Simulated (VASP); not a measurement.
Set up this calculation in VASP 6.6.1, as the native input.

```
Task                   : single point
Functional             : LDA
Potentials or basis    : VASP PAW LDA potentials, release 64 (H)
Cutoff                 : 520 eV
k mesh                 : 1 × 1 × 1
Occupations            : fermi-dirac, width 0.02 eV
Spin                   : no spin polarisation
Dipole correction      : no
Further INCAR settings : ALGO = Normal; EDIFF = 1e-06; NBANDS = 8
```

The structure of H2 lies in POSCAR:

```
H
1.0
    9.0000000000      0.0000000000      0.0000000000
    0.0000000000      9.5000000000      0.0000000000
    0.0000000000      0.0000000000     10.0000000000
H
2
Direct
    0.5000000000      0.5000000000      0.4617826161
    0.5000000000      0.5000000000      0.5382173839
```

These files were run (other wordings do the same):

INCAR

```
SYSTEM = H
ALGO = Normal
EDIFF = 1E-6
ENCUT = 520
GGA = CA
ISIF = 2
ISMEAR = -1
LASPH = .TRUE.
LCHARG = .FALSE.
LREAL = .FALSE.
LWAVE = .FALSE.
NBANDS = 8
NELM = 100
PREC = Accurate
SIGMA = 0.02
```

KPOINTS

```
k-points
0
G
  1 1 1
  0 0 0
```

Potentials or basis: VASP PAW LDA potentials, release 64 (H).

Command:

```console
$ cat potpaw_LDA.64/H/POTCAR > POTCAR
$ mpirun -np 1 vasp_gam > vasp.out
```

Results of the run:

The largest force is 0.045 eV/Å and the gap between the frontier levels is 9.97 eV.

Run time: 17 s on 1 thread of Intel(R) Xeon(R) 6975P-C (Granite Rapids), with other jobs on the host, peak memory 0.48 GiB.
